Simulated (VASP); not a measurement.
Level of theory: r2SCAN meta-GGA, VASP's PBE PAW potentials (set 64) (plane waves; VASP).

A VASP calculation is set up with these files.

### KPOINTS
```
Automatic mesh
0
Gamma
  15 15 15
0 0 0
```

POSCAR:
```
Ti
1
    2.6302074264     0.0000000000     0.0000000000
    0.0000000000     2.6302074264     0.0000000000
    0.0000000000     0.0000000000     2.6302074264
Ti
1
Direct
  0.0000000000   0.0000000000   0.0000000000
```

**INCAR**
```
SYSTEM = Ti
PREC = Accurate
ENCUT = 400
EDIFF = 1E-7
NELM = 100
ALGO = Normal
LREAL = .FALSE.
LASPH = .TRUE.
ISMEAR = -5
METAGGA = R2SCAN
LMIXTAU = .TRUE.
LMAXMIX = 4
LWAVE = .FALSE.
LCHARG = .FALSE.
LORBIT = 11
NEDOS = 601
ISIF = 2
```

### KPOINTS_OPT
```
k-points along high-symmetry lines
10
Line-mode
Reciprocal
  0.000000   0.000000   0.000000 ! GAMMA
  0.000000   0.500000   0.000000 ! X

  0.000000   0.500000   0.000000 ! X
  0.500000   0.500000   0.000000 ! M

  0.500000   0.500000   0.000000 ! M
  0.000000   0.000000   0.000000 ! GAMMA

  0.000000   0.000000   0.000000 ! GAMMA
  0.500000   0.500000   0.500000 ! R

  0.500000   0.500000   0.500000 ! R
  0.000000   0.500000   0.000000 ! X

  0.500000   0.500000   0.500000 ! R
  0.500000   0.500000   0.000000 ! M
```

POTCAR, in this order: Ti_sv (PBE.64 set). Program: vasp_std.

The run wrote:

File OUTCAR:
```
 ion  position               nearest neighbor table
   1  0.000  0.000  0.000-
  LATTYP: Found a simple cubic cell.
 ALAT       =     2.6302074264
 Subroutine PRICEL returns:
 Original cell was already a primitive cell.
 Subroutine GETGRP returns: Found 48 space group operations
The static configuration has the point symmetry O_h .
The dynamic configuration has the point symmetry O_h .
 Subroutine INISYM returns: Found 48 space group operations
 Subroutine IBZKPT returns following result:
 Found    120 irreducible k-points:

 Following reciprocal coordinates:
            Coordinates               Weight
  0.000000  0.000000  0.000000      1.000000
  0.066667  0.000000  0.000000      6.000000
  0.133333  0.000000  0.000000      6.000000
  0.200000  0.000000  0.000000      6.000000
  0.266667  0.000000  0.000000      6.000000
  0.333333  0.000000  0.000000      6.000000
  0.400000  0.000000  0.000000      6.000000
  0.466667  0.000000  0.000000      6.000000
  0.066667  0.066667  0.000000     12.000000
  0.133333  0.066667  0.000000     24.000000
  0.200000  0.066667  0.000000     24.000000
  0.266667  0.066667  0.000000     24.000000
  0.333333  0.066667  0.000000     24.000000
  0.400000  0.066667  0.000000     24.000000
  0.466667  0.066667  0.000000     24.000000
  0.133333  0.133333  0.000000     12.000000
  0.200000  0.133333  0.000000     24.000000
  0.266667  0.133333  0.000000     24.000000
  0.333333  0.133333  0.000000     24.000000
  0.400000  0.133333  0.000000     24.000000
  0.466667  0.133333  0.000000     24.000000
  0.200000  0.200000  0.000000     12.000000
  0.266667  0.200000  0.000000     24.000000
  0.333333  0.200000  0.000000     24.000000
  0.400000  0.200000  0.000000     24.000000
...
```

File OSZICAR:
```
       N       E                     dE             d eps       ncg     rms          rms(c)
DAV:   1     0.644531595139E+02    0.64453E+02   -0.61358E+03  2404   0.123E+03
DAV:   2    -0.118363750859E+02   -0.76290E+02   -0.74800E+02  2464   0.296E+02
DAV:   3    -0.159469209415E+02   -0.41105E+01   -0.39927E+01  3280   0.732E+01
DAV:   4    -0.160810796871E+02   -0.13416E+00   -0.13355E+00  2852   0.108E+01
DAV:   5    -0.160849745126E+02   -0.38948E-02   -0.39113E-02  3058   0.149E+00    0.984E+00
DAV:   6    -0.120968004979E+02    0.39882E+01   -0.12025E+01  2842   0.475E+01    0.141E+00
DAV:   7    -0.121544879270E+02   -0.57687E-01   -0.18763E+00  2588   0.160E+01    0.181E+00
DAV:   8    -0.120520136853E+02    0.10247E+00   -0.82448E-02  2508   0.362E+00    0.146E+00
DAV:   9    -0.120422568549E+02    0.97568E-02   -0.66799E-02  2432   0.347E+00    0.510E-01
DAV:  10    -0.119086079839E+02    0.13365E+00   -0.15865E-01  2416   0.445E+00    0.236E-01
DAV:  11    -0.120018978555E+02   -0.93290E-01   -0.47628E-02  3092   0.186E+00    0.394E-01
DAV:  12    -0.120226800462E+02   -0.20782E-01   -0.51867E-03  2522   0.550E-01    0.377E-01
DAV:  13    -0.120206819980E+02    0.19980E-02   -0.30171E-04  2658   0.200E-01    0.375E-01
DAV:  14    -0.120205203618E+02    0.16164E-03   -0.28499E-04  2512   0.202E-01    0.513E-01
DAV:  15    -0.120283005087E+02   -0.77801E-02   -0.12894E-02  2434   0.142E+00    0.399E-01
DAV:  16    -0.120281167488E+02    0.18376E-03   -0.45613E-03  2758   0.834E-01    0.135E-01
DAV:  17    -0.120279401074E+02    0.17664E-03   -0.21465E-04  2468   0.203E-01    0.475E-02
DAV:  18    -0.120280307696E+02   -0.90662E-04   -0.13017E-04  3126   0.133E-01    0.393E-02
DAV:  19    -0.120280197474E+02    0.11022E-04   -0.14169E-04  2672   0.146E-01    0.429E-03
DAV:  20    -0.120280206954E+02   -0.94800E-06   -0.40865E-06  2456   0.276E-02    0.353E-03
DAV:  21    -0.120280226113E+02   -0.19159E-05   -0.90516E-07  3120   0.102E-02    0.538E-03
DAV:  22    -0.120280200608E+02    0.25506E-05   -0.14521E-06  2744   0.149E-02    0.312E-03
DAV:  23    -0.120280197864E+02    0.27433E-06   -0.58316E-08  1398   0.271E-03    0.173E-03
DAV:  24    -0.120280197753E+02    0.11180E-07   -0.33618E-08  1200   0.200E-03
   1 F= -.12028020E+02 E0= -.12028020E+02  d E =0.000000E+00
       N       E                     dE             ncg
```

**OUTCAR**
```
------------------------ aborting loop because EDIFF is reached ----------------------------------------
  FORCE on cell =-STRESS in cart. coord.  units (eV):
  Direction    XX          YY          ZZ          XY          YZ          ZX
  --------------------------------------------------------------------------------------
  Total       -0.0382055     -0.0382055     -0.0382055      0.0000000      0.0000000     -0.0000000
  in kB       -3.3640821     -3.3640821     -3.3640821      0.0000000      0.0000000     -0.0000000
  external PRESSURE =      -3.3640821 kB  Pullay stress =       0.0000000 kB
  volume of cell :       18.20
      direct lattice vectors                 reciprocal lattice vectors
     2.630207426  0.000000000  0.000000000     0.380198151  0.000000000  0.000000000
     0.000000000  2.630207426  0.000000000     0.000000000  0.380198151  0.000000000
     0.000000000  0.000000000  2.630207426     0.000000000  0.000000000  0.380198151
 POSITION                                       TOTAL-FORCE (eV/Angst)
 -----------------------------------------------------------------------------------
      0.00000      0.00000      0.00000         0.000000      0.000000      0.000000
 -----------------------------------------------------------------------------------
    total drift:                                0.000000      0.000000     -0.000000
  FREE ENERGIE OF THE ION-ELECTRON SYSTEM (eV)
  ---------------------------------------------------
  free  energy   TOTEN  =       -12.0280197753 eV

  energy  without entropy=      -12.0280197753  energy(sigma->0) =      -12.02801978

 total charge

# of ion       s       p       d       tot
------------------------------------------
    1        2.244   6.080   2.035  10.358
```
(Selected blocks of OUTCAR.)

For a metal the tetrahedron method with Blöchl corrections gives inexact stress and forces.

The structure was generated: Ti was put into the simple-cubic type (Pm-3m), which need not be its known phase. It was relaxed first, which changed the volume by -8 %.
